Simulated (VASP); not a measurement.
Consider the following.

```
NbN
1.0
    0.00000     2.21204     2.21204
    2.21204     0.00000     2.21204
    2.21204     2.21204     0.00000
Nb N
1 1
Direct
  0.00000   0.00000   0.00000
  0.50000   0.50000   0.50000
```

Level of theory: optB88-vdW, VASP's PBE PAW potentials (set 64) (plane waves; VASP). Settings: 520 eV cut-off, Gaussian smearing of 0.050 eV, potentials Nb_sv N.

Problem. Give the energies of bands 6 to 12 at the high-symmetry points, in eV from the Fermi level.

Solution. 
```csv
band,Γ,X,U,L,W
6,-3.27,-5.63,-6.63,-8.88,-6.51
7,-3.27,-4.83,-5.85,-6.87,-5.87
8,-3.27,-3.93,-5.50,-6.87,-5.87
9,-1.93,-3.93,-1.82,1.39,-0.09
10,-1.93,1.57,1.89,1.39,-0.09
11,-1.93,2.64,2.06,1.89,2.65
12,-0.10,2.64,3.92,4.71,3.31
```

It has no gap at this level: it comes out as a metal or semimetal.

The compound is NbN in the rock salt structure, the cubic δ form, which competes with hexagonal ones. It was relaxed first.
